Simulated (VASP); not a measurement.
Consider the following.

```yaml
crystal:
  lattice:
    - [4.09969, 0.00000, 0.00000]
    - [-2.04985, 3.55044, 0.00000]
    - [0.00000, 0.00000, 7.09256]
  atoms:
    - { symbol: Mg, position: [0.00000, 0.00000, 0.00000] }
    - { symbol: Cd, position: [0.33333, 0.66667, 0.63000] }
    - { symbol: Cd, position: [0.66667, 0.33333, 0.37000] }
    - { symbol: P, position: [0.33333, 0.66667, 0.26000] }
    - { symbol: P, position: [0.66667, 0.33333, 0.74000] }
```

All values below come from PBE GGA, VASP's PBE PAW potentials (set 64) (plane waves; VASP 6.6.1). Numerical set-up: 300 eV cut-off, 6×6×3 Γ-centred mesh, Gaussian smearing of 0.27 eV, potentials Mg Cd P.

At this cut-off the stress carries a Pulay error, which pulls relaxed volumes low.

Question: Give the force on each atom (eV/Å).

Answer: 
```json
[
 {"atom": "Mg1", "Fx": "0.000", "Fy": "0.000", "Fz": "0.000"},
 {"atom": "Cd2", "Fx": "0.000", "Fy": "0.000", "Fz": "0.466"},
 {"atom": "Cd3", "Fx": "0.000", "Fy": "0.000", "Fz": "-0.466"},
 {"atom": "P4", "Fx": "0.000", "Fy": "0.000", "Fz": "-2.260"},
 {"atom": "P5", "Fx": "0.000", "Fy": "0.000", "Fz": "2.260"}
]
```

Question: Give the stress tensor in GPa (positive for a compressed cell).

Answer: 
```
8.62  0.00  0.00
0.00  8.62  0.00
0.00  0.00  4.25
```
The pressure is its mean diagonal, 7.16 GPa.

The structure was generated: Cd2MgP2 was put into an ordered model structure, which need not be its known phase. The cell was not relaxed at this level.
